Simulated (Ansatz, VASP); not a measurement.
# Zn7Mo in two plane-wave programs

Aim: how closely do two programs agree when they are given the same cell, functional and k mesh? The cell is taken from a series of runs on this material, whose earlier steps may have relaxed, scaled, displaced or heated it; both programs get it as it stands.

Method: plane waves, with VASP 6.6.1 beside it; single point at r2SCAN, in Ansatz 0.2.0.

## Step 1: Set-up

The structure is cubic, space group Fm-3m (No. 225). The conventional cell has a = 7.708 Å, b = 7.708 Å, c = 7.708 Å, α = 90.00°, β = 90.00°, γ = 90.00°. Nearest to Mo lie 12 Zn at 2.73 Å. Nearest to Zn lie 12 Zn at 2.73 Å. Nearest to Zn lie 10 Zn at 2.73 Å and 2 Mo at 2.73 Å. Farther neighbours are not listed.

As a file:

```cif
data_structure
_symmetry_space_group_name_H-M 'P 1'
_symmetry_Int_Tables_number 1
_cell_length_a 5.4501
_cell_length_b 5.4501
_cell_length_c 5.4501
_cell_angle_alpha 60.000
_cell_angle_beta 60.000
_cell_angle_gamma 60.000
_cell_volume 114.47
loop_
_atom_site_label
_atom_site_type_symbol
_atom_site_fract_x
_atom_site_fract_y
_atom_site_fract_z
_atom_site_occupancy
Mo1 Mo 0.00000 0.00000 0.00000 1
Zn2 Zn 0.50000 0.50000 0.50000 1
Zn3 Zn 0.50000 0.00000 0.00000 1
Zn4 Zn 0.00000 0.50000 0.00000 1
Zn5 Zn 0.50000 0.50000 0.00000 1
Zn6 Zn 0.00000 0.50000 0.50000 1
Zn7 Zn 0.50000 0.00000 0.50000 1
Zn8 Zn 0.00000 0.00000 0.50000 1
```

## Step 2: Ansatz: single point, r2SCAN

Ansatz runs on its default PAW (the set named soft_2) files.

With cell and atoms fixed, the geometry can't cause a difference; cores, projectors, grids and the points listed under the comparison can.

Input file input.yaml:

```yaml
crystal:
  lattice:
    - [0.0, 3.85383063, 3.85383063]
    - [3.85383063, 0.0, 3.85383063]
    - [3.85383063, 3.85383063, 0.0]
  atoms:
    - { symbol: Mo, position: [0.0, 0.0, 0.0] }
    - { symbol: Zn, position: [0.5, 0.5, 0.5] }
    - { symbol: Zn, position: [0.5, 0.0, 0.0] }
    - { symbol: Zn, position: [0.0, 0.5, 0.0] }
    - { symbol: Zn, position: [0.5, 0.5, 0.0] }
    - { symbol: Zn, position: [0.0, 0.5, 0.5] }
    - { symbol: Zn, position: [0.5, 0.0, 0.5] }
    - { symbol: Zn, position: [0.0, 0.0, 0.5] }
kpoints:
  mp_grid: { grid: [8, 8, 8] }
  band_path:
    path:
      - [[0.0, 0.0, 0.0], [0.5, 0.0, 0.5], [0.625, 0.25, 0.625]]
      - [[0.375, 0.375, 0.75], [0.0, 0.0, 0.0], [0.5, 0.5, 0.5], [0.5, 0.25, 0.75], [0.5, 0.0, 0.5]]
    npoints: 8
scf:
  occupations: { method: fermi_dirac, width: 0.05 }
  n_extra_bands: 11
hamiltonian:
  xc: r2scan
  pseudopotentials: { kind: paw }
output:
  forces: true
  stress: true
  dos:
    projected: true
    de: 0.05
    e_range: [-30, 12]
    nscf_kmesh: { grid: [12, 12, 12] }
  fatbands: true
  eigenstates:
    kpoints:
      - [0.0, 0.0, 0.0]
      - [0.08333333, 0.0, 0.08333333]
      - [0.16666667, 0.0, 0.16666667]
      - [0.25, 0.0, 0.25]
      - [0.33333333, 0.0, 0.33333333]
      - [0.41666667, 0.0, 0.41666667]
      - [0.5, 0.0, 0.5]
      - [-0.41666667, 0.0, -0.41666667]
      - [-0.33333333, 0.0, -0.33333333]
      - [-0.25, 0.0, -0.25]
      - [-0.16666667, 0.0, -0.16666667]
      - [-0.08333333, 0.0, -0.08333333]
      - [0.0625, 0.125, 0.0625]
      - [0.125, 0.25, 0.125]
      - [0.1875, 0.375, 0.1875]
      - [0.25, 0.5, 0.25]
      - [-0.30357143, -0.30357143, 0.39285714]
      - [-0.35714286, -0.35714286, 0.28571429]
      - [-0.41071429, -0.41071429, 0.17857143]
      - [-0.46428571, -0.46428571, 0.07142857]
      - [0.48214286, 0.48214286, -0.03571429]
      - [0.42857143, 0.42857143, -0.14285714]
      - [0.375, 0.375, -0.25]
      - [0.32142857, 0.32142857, -0.35714286]
      - [0.26785714, 0.26785714, -0.46428571]
      - [0.21428571, 0.21428571, 0.42857143]
      - [0.16071429, 0.16071429, 0.32142857]
      - [0.10714286, 0.10714286, 0.21428571]
      - [0.05357143, 0.05357143, 0.10714286]
      - [0.1, 0.1, 0.1]
      - [0.2, 0.2, 0.2]
      - [0.3, 0.3, 0.3]
      - [0.4, 0.4, 0.4]
      - [0.5, 0.5, 0.5]
      - [-0.4, -0.4, -0.4]
      - [-0.3, -0.3, -0.3]
      - [-0.2, -0.2, -0.2]
      - [-0.1, -0.1, -0.1]
      - [0.0, -0.0625, 0.0625]
      - [0.0, -0.125, 0.125]
      - [0.0, -0.1875, 0.1875]
      - [0.0, -0.25, 0.25]
      - [0.0, -0.3125, 0.3125]
      - [0.0, -0.375, 0.375]
      - [0.0, -0.4375, 0.4375]
      - [0.0, 0.5, -0.5]
      - [0.0, 0.41666667, 0.41666667]
      - [0.0, 0.33333333, 0.33333333]
      - [0.0, 0.25, 0.25]
      - [0.0, 0.16666667, 0.16666667]
      - [0.0, 0.08333333, 0.08333333]
    e_range: [-9.0, 4.0]
    unfold: { supercell_matrix: [[2, 0, 0], [0, 2, 0], [0, 0, 2]] }
```

Launch:

```console
$ ansatz run input.yaml --threads 4 --pin off --max-ram 8192MiB --backend cpu --events-out ev --progress --plain --runs-dir out
```

Numbers of over 12 decimals in the logs are rounded to 6 here.

The log of the run:

```text
scf.n_extra_bands = 11 over 49 filled bands (N_el = 98.0): the run solves 60 bands
Engine: ansatz 0.2.0, x86_64-unknown-linux-gnu
Pseudopotentials: kind: paw
Pseudopotential: Mo, paw, valence charge 14, recommended cutoff 500 eV (meta_gga), Mo.paw.azcp
Pseudopotential: Zn, paw, valence charge 12, recommended cutoff 500 eV (meta_gga), Zn.paw.azcp
Functional definition: r2SCAN
  parameter k0 = 0.174
  parameter k1 = 0.065
  parameter a1 = 4.9479
  exchange = r2scan_x(k0 = k0, k1 = k1, a1 = a1)
  correlation = r2scan_c
Crystal: 8 atoms, lattice volume = 114.474 Å³
Basis set: ecut = 500 eV, 2891 PW (Γ), exchange–correlation on 160×160×160 points (64 copies of the dense FFT grid, shifted against one another)
Bands: 60, of which v1, the nominal top of the filled ones, is band 49 counted from 1 (48 counted from 0)
Symmetry: 48 space group operations
Space group: Fm-3m (ITA 225), of the structure as read, at distance tolerance 4.9e-5 Å
k-points: 29 of 512
Non-local potential: Mo, projectors of the file, l = 0: 3, l = 1: 2, l = 2: 2, l = 3: 1
Non-local potential: Zn, projectors of the file, l = 0: 2, l = 1: 2, l = 2: 3, l = 3: 1
PAW form: soft (Blöchl's): semilocal exchange-correlation on the pseudo side does not see the compensation charge
PAW frozen core: Mo, regenerated for the run's functional (the file was generated under x = pbe(κ = 0.804, μ = 0.219515), c = pbe(β = 0.066725))
PAW frozen core: Zn, regenerated for the run's functional (the file was generated under x = pbe(κ = 0.804, μ = 0.219515), c = pbe(β = 0.066725))
PAW one-centre angular grid: Mo, 590 points (default); XC on 160 Gauss nodes
PAW one-centre angular grid: Zn, 590 points (default); XC on 261 of its mesh's 2673 points in the sphere
Initial density: superposition of atomic densities (neutral atoms: chi_scale 0, normalization atom), corrected by the library's trained network
Initial wavefunctions: pseudopotential atomic-orbital guess
Functional: x = r2scan, c = r2scan; τ floored in thin density (d = 2e-4 eV/Å³)
SCF iter   1: F=—  HF=-28247.537474 eV  |F-HF|=—  |Δ(HF+E_count)|=         —  Δρ=2.47e-2  dr2=7.94e-1  dr2_τ=4.12e-2  ethr=1.77e-3  ⟨swp⟩=7.2  Hψ=7440  notcnv=0  defer=28
preconditioner: auto → Kerker (q_TF=auto, 2.659 Å⁻¹)  [metal: Δε(μ)=0.014 eV  Ē_g=11.106 eV  σ=0.050 eV  W_gap=0.07  n_scr=26 (ndim 8)  ℏωp=32.9 eV  f_vac=0.000  D(μ)=2.50/eV (n_scr^D=14)]
SCF iter   2: F=—  HF=-28247.435087 eV  |F-HF|=—  |Δ(HF+E_count)|=   1.02e-1  Δρ=4.80e-3  dr2=5.34e-2  dr2_τ=3.24e-2  ethr=8.10e-4  ⟨swp⟩=2.7  Hψ=3601  notcnv=0  defer=92
SCF iter   3: F=—  HF=-28247.418834 eV  |F-HF|=—  |Δ(HF+E_count)|=   1.63e-2  Δρ=4.27e-3  dr2=1.65e-2  dr2_τ=9.51e-5  ethr=5.45e-5  ⟨swp⟩=2.0  Hψ=3166  notcnv=0  defer=92
SCF iter   4: F=—  HF=-28247.414737 eV  |F-HF|=—  |Δ(HF+E_count)|=   4.10e-3  Δρ=1.51e-3  dr2=2.32e-3  dr2_τ=2.81e-4  ethr=1.68e-5  ⟨swp⟩=2.0  Hψ=3280  notcnv=0  defer=92
SCF iter   5: F=—  HF=-28247.414394 eV  |F-HF|=—  |Δ(HF+E_count)|=   3.43e-4  Δρ=5.99e-4  dr2=5.57e-4  dr2_τ=8.02e-6  ethr=2.36e-6  ⟨swp⟩=2.0  Hψ=3010  notcnv=0  defer=92
SCF iter   6: F=—  HF=-28247.414545 eV  |F-HF|=—  |Δ(HF+E_count)|=   1.51e-4  Δρ=3.56e-4  dr2=8.98e-5  dr2_τ=2.81e-6  ethr=5.68e-7  ⟨swp⟩=2.0  Hψ=2991  notcnv=0  defer=92
SCF iter   7: F=—  HF=-28247.414550 eV  |F-HF|=—  |Δ(HF+E_count)|=   4.64e-6  Δρ=1.73e-4  dr2=3.09e-5  dr2_τ=4.95e-7  ethr=9.16e-8  ⟨swp⟩=2.2  Hψ=2962  notcnv=0  defer=92
SCF iter   8: F=—  HF=-28247.414544 eV  |F-HF|=—  |Δ(HF+E_count)|=   5.78e-6  Δρ=4.94e-5  dr2=2.58e-6  dr2_τ=1.62e-7  ethr=3.15e-8  ⟨swp⟩=2.0  Hψ=2946  notcnv=0  defer=92
SCF iter   9: F=—  HF=-28247.414544 eV  |F-HF|=—  |Δ(HF+E_count)|=   1.07e-7  Δρ=1.10e-5  dr2=1.33e-7  dr2_τ=3.05e-9  ethr=2.63e-9  ⟨swp⟩=2.0  Hψ=2970  notcnv=0  defer=92
SCF iter  10: F=-28247.414544 eV  HF=-28247.414544 eV  |F-HF|=7.23e-9  |Δ(HF+E_count)|=   1.15e-7  Δρ=3.17e-6  dr2=1.34e-8  dr2_τ=1.18e-10  ethr=1.02e-10  ⟨swp⟩=10.7  Hψ=8804  notcnv=0
SCF 1 converged in 10 iterations: F = -28247.414544 eV  dr2 = 1.34e-8
  greatest PAW one-centre occupation: 0.996 electrons in one spin orbital (limit 2), on the Mo atom at site 0 (counted from 0), in its partial waves of l = 0
NSCF: frozen V_eff on 50 k-points
NSCF: frozen V_eff on 72 k-points
[...]
SCF converged after 10 iterations
Free energy (F): -28247.414544 eV
Harris-Foulkes:  -28247.414544 eV  (|F-HF|=7.23e-9)
Internal energy: -28247.392997 eV  (E = F + TS)
E sigma→0 (E₀):  -28247.403770 eV
Entropy (-TS):   -0.021547 eV (-2.693 meV/atom)
Fermi energy:    12.965756 eV
--- Per-component energies (eV) ---
  E_band       = 319.611243
  E_kinetic    = 1356.345875
  E_local      = -11201.426520  (includes V_loc(G=0)·N_el)
  E_nonlocal   = 4436.452619
  E_hartree    = 4647.998691
  E_xc         = -1053.023765
  E_vxc        = -643.200580  (∫ρ·V_xc dr)
  E_paw        = -16136.444086  (= ΣΔE_a)
  E_vpaw       = -2964.192630  (= ΣTr[D̂ρ^β])
  E_aug_tail   = -0.000416  (compensation charges beyond the density's cutoff)
  E_vtau       = 39.635035  (kinetic-family band-sum trace: ∫τ·v_τ [+ j·A + Jᵃ·Aᵃ] dr)
  E_ewald      = -10295.795861
  E_core_change = -1.499535  (= ΣΔE_core)
  E_smearing   = -0.021547  (= −TS)
  E_closure    = 0.000000  (closes the sum)
  Σ components = -28247.414544   (vs F -28247.414544, Δ=0.00e0)
--- Forces (eV/Å), atoms counted from 1 ---
  atom   1  Mo    -0.00000000     0.00000000     0.00000000
  atom   2  Zn     0.00000000    -0.00000000     0.00000000
  atom   3  Zn     0.00000000    -0.00000000    -0.00000000
  atom   4  Zn     0.00000000    -0.00000000     0.00000000
  atom   5  Zn     0.00000000     0.00000000    -0.00000000
  atom   6  Zn     0.00000000    -0.00000000     0.00000000
  atom   7  Zn     0.00000000     0.00000000    -0.00000000
  atom   8  Zn     0.00000000    -0.00000000    -0.00000000
  max |Σ_I F_I| component: 2.31e-28 eV/Å
--- Stress (GPa, compression-positive) ---
       -0.301421       0.000000       0.000000
        0.000000      -0.301421      -0.000000
        0.000000      -0.000000      -0.301421
  P = ⅓ Tr σ = -0.3014 GPa (-3.014 kbar)
--- Band table (eV; the first three rows and the last of 29) ---
  k-point 0: bands = [... 45 lower, 10.3741, 10.3741, 12.0114, 12.0114, 12.6858, 12.6858, 12.6858, 13.1288, ... 7 higher]
  k-point 1: bands = [... 45 lower, 10.7543, 11.5342, 11.8009, 11.8009, 12.2390, 12.9818, 12.9818, 13.7691, ... 7 higher]
  k-point 2: bands = [... 45 lower, 10.9732, 11.2827, 11.6375, 11.6375, 12.8842, 13.5050, 13.5050, 14.9350, ... 7 higher]
  k-point 28: bands = [... 45 lower, 11.1109, 11.5210, 11.8855, 13.2666, 14.1688, 14.1688, 14.4483, 16.3165, ... 7 higher]
```

In the SCF lines HF is the Harris–Foulkes energy and dr2 the Hartree energy of the density residual, in eV; the loop may stop once dr2 is under the threshold and the program's other checks hold. Hψ counts applications of the Hamiltonian.

[end of part 1 of 2]

[Lines on the potential files, build, host, timing and source positions are cut from VASP's logs without a mark.]

[Logs are printed without paths, hosts, clocks, repeated set-up lines and the standing remarks that a program may print on its own settings, such as how far it seeks lower states.]

[Hosts, paths, dates, database ids (printed as entryN), source tags and the programs' standing remarks are cut or masked in the printed files.]
